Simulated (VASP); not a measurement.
Here is the system:

```xyz
2
Lattice="4.5700 0.0000 0.0000 0.0000 4.5700 0.0000 0.0000 0.0000 4.5700" Properties=species:S:1:pos:R:3 pbc="T T T"
Cs     0.0000     0.0000     0.0000
I      2.2850     2.2850     2.2850
```

These are PBE GGA, VASP's PBE PAW potentials (set 64) (plane waves; VASP) values and carry that method's errors. Settings: 480 eV cut-off, 5×5×5 Γ-centred mesh, Gaussian smearing of 0.050 eV, potentials Cs_sv I.

Energy and stress use the plane-wave basis of the starting cell.

The ions, cell shape and volume are relaxed. What does this cell relax into?

```xyz
2
Lattice="4.6709 0.0000 0.0000 0.0000 4.6709 0.0000 0.0000 0.0000 4.6709" Properties=species:S:1:pos:R:3 pbc="T T T"
Cs     0.0000     0.0000     0.0000
I      2.3355     2.3355     2.3355
```
Space group Pm-3m (221), at a tolerance of 0.03 Å.

How do energy and volume change from the first to the last step?

The energy (σ→0) changes by -7.2 meV/atom and the volume by +6.8 %, in 4 ionic steps.

| step | E(σ→0) (eV) | max force (eV/Å) | pressure (GPa) | volume (Å³) |
|---|---|---|---|---|
| 1 | -5.4279 | 0.000 | 0.76 | 95.44 |
| 2 | -5.4388 | 0.000 | 0.35 | 98.62 |
| 3 | -5.4422 | 0.000 | -0.05 | 102.45 |
| 4 | -5.4423 | 0.000 | 0.00 | 101.91 |

The compound is CsI in the CsCl type structure. This run relaxes it. Symmetry was kept, so distortions that lower it aren't found.
